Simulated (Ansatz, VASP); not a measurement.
## One calculation of NbTe2, two programs

```
CELL_PARAMETERS angstrom
2.09371 1.20881 6.33008
-2.09371 1.20881 6.33008
0.00000 -2.41761 6.33008
ATOMIC_POSITIONS crystal
Nb 0.00000 0.00000 0.00000
Te 0.25200 0.25200 0.25200
Te 0.74800 0.74800 0.74800
```

Alike in both runs: task single point; functional LDA; k mesh 5 × 5 × 5; occupations gaussian, width 0.05 eV; collinear spin; Hubbard terms Nb d U = 4.0 eV.

|  | VASP | Ansatz |
| --- | --- | --- |
| version | VASP 6.6.1 | Ansatz 0.2.0 |
| potentials or method | VASP PAW LDA potentials, release 64 (Nb_sv, Te) | scalar-relativistic, plane waves, PAW |
| plane-wave cutoff (eV) | 520 | 420 |
| valence electrons in the cell | 25 | 45 |

|  | VASP | Ansatz | Ansatz less VASP |
| --- | --- | --- | --- |
| gap on the k mesh at the Fermi level (eV) | none | none | - |
| pressure (GPa) | -4.0 | -3.3 | +0.72 |
| largest component of the traceless stress (GPa) | 4.25 | 3.47 | -0.779 |
| rms of the force components (eV/Å) | 0.109 | 0.099 | -0.0096 |
| net moment per atom (μB) | 0.34 | 0.36 | +0.013 |
| size of the moment on the site where the two differ most (μB) | 0.95 | 1.03 | +0.081 |

Site moments also hang on the region over which each program counts them. The programs project onto different local orbitals, so the same U acts differently. Atom by atom the forces differ by 0.010 eV/Å (rms over components). A gap of «none» marks a metal or a gap that the smearing closes. The two sets of potentials don't hold the same shells in valence. Ansatz warned: «filled_band_counts_differ_across_k_points».

Caveats: the U is typed as a test and isn't derived for this compound. The runs have no spin-orbit coupling, so splittings on Te are missing. The state reached can hang on the start; a lower one may exist.
